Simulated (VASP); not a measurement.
Data:

```xyz
3
Lattice="2.2300 -3.8625 0.0000 2.2300 3.8625 0.0000 0.0000 0.0000 5.9300" Properties=species:S:1:pos:R:3 pbc="T T T"
Te     0.5865     1.0158     3.9533
Te     3.2870     0.0000     0.0000
Te     0.5865    -1.0158     1.9767
```
Cell charge +0.5.

These are PBE GGA, VASP's PBE PAW potentials (set 64) (plane waves; VASP) values and carry that method's errors. Settings: NELECT = 17.5, 400 eV cut-off, 6×6×4 Γ-centred mesh, Gaussian smearing of 0.050 eV, potentials Te.

The cell is charged, with a uniform compensating background.

Task: Give the force on each atom (eV/Å).

Result: 
```tsv
atom	Fx	Fy	Fz
Te1	0.202	0.350	0.000
Te2	-0.404	0.000	0.000
Te3	0.202	-0.350	0.000
```

Task: Give the stress tensor in GPa (positive for a compressed cell).

Result: 
```
-7.34   0.00   0.00
 0.00  -7.34   0.00
 0.00   0.00  -8.85
```
The pressure is its mean diagonal, -7.84 GPa.

The compound is Te in the trig structure. The cell was not relaxed at this level. The run is one of a series of settings (NELECT = 17.5 against the base run), some of them coarse on purpose.
